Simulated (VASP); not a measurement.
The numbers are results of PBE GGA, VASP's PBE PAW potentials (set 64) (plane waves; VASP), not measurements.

VASP input:

**POSCAR**
```
LuP
1
    3.9369530000     0.0000000000     0.0000000000
    0.0000000000     3.9369530000     0.0000000000
    0.0000000000     0.0000000000     6.9322140000
Lu P
2 2
Direct
  0.0000000000   0.5000000000   0.0000000000
  0.5000000000   0.0000000000   0.5000000000
  0.0000000000   0.0000000000   0.2500000000
  0.0000000000   0.0000000000   0.7500000000
```

INCAR:
```
# general
SYSTEM =LuP
PREC   =Accurate
ENCUT  =300
LREAL  =F
LASPH  =T

# electronic loop
EDIFF  =1E-6
NELM   =100
ALGO   =Normal
LMAXMIX=6

# smearing
ISMEAR =-1
SIGMA  =0.1

# functional
GGA    =PE

# ions
IBRION =2
NSW    =50
ISIF   =3
EDIFFG =-0.01

# output
LWAVE  =F
LCHARG =F
```

### KPOINTS
```
Automatic mesh
0
Gamma
6 6 3
0 0 0
```

POTCAR, in this order: Lu_3 P (PBE.64 set). Program: vasp_std.

### Question
What will the output report for the number of irreducible k-points (NKPTS), largest plane-wave count, number of space-group operations, FFT grid (NGX, NGY, NGZ)?

### Answer

| Quantity | Result |
|---|---|
| number of irreducible k-points (NKPTS) | 20 |
| largest plane-wave count | 1281 |
| number of space-group operations | 16 |
| FFT grid (NGX, NGY, NGZ) | 24 × 24 × 40 |

The structure was generated: LuP was put into an ordered model structure, which need not be its known phase. This run relaxes it. Symmetry was kept, so distortions that lower it aren't found. The run is one of a series of settings (EDIFFG = -0.01, IBRION = 2, ISIF = 3, NSW = 50 against the base run), some of them coarse on purpose.
